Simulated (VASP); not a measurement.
Here is the system:

```
IrY
1.0
    3.38384     0.00000     0.00000
    0.00000     3.38384     0.00000
    0.00000     0.00000     3.38384
Y Ir
1 1
Direct
  0.50000   0.50000   0.50000
  0.00000   0.00000   0.00000
```

Level of theory: PBEsol GGA, VASP's PBE PAW potentials (set 64) (plane waves; VASP). Numerical set-up: 400 eV cut-off, Gaussian smearing of 0.050 eV, potentials Y_sv Ir.

### Question
Give the energies of bands 5 to 13 at the high-symmetry points, in eV from the Fermi level.

### Answer

```json
[
 {"band": "5", "Γ": "-7.08", "X": "-4.00", "M": "-4.99", "R": "-2.55"},
 {"band": "6", "Γ": "-4.36", "X": "-3.25", "M": "-4.15", "R": "-2.55"},
 {"band": "7", "Γ": "-4.36", "X": "-2.65", "M": "-2.83", "R": "-2.55"},
 {"band": "8", "Γ": "-1.61", "X": "-1.79", "M": "-2.83", "R": "-1.18"},
 {"band": "9", "Γ": "-1.61", "X": "-1.79", "M": "-0.27", "R": "-1.18"},
 {"band": "10", "Γ": "-1.61", "X": "-1.16", "M": "0.12", "R": "-1.18"},
 {"band": "11", "Γ": "2.79", "X": "0.24", "M": "1.68", "R": "-0.21"},
 {"band": "12", "Γ": "2.79", "X": "0.43", "M": "1.68", "R": "-0.21"},
 {"band": "13", "Γ": "6.51", "X": "2.36", "M": "3.56", "R": "2.73"}
]
```

It has no gap at this level: it comes out as a metal or semimetal.

The structure comes from a computed database's YIr entry (Pm-3m); how it stands against other phases isn't given here. It was relaxed first.
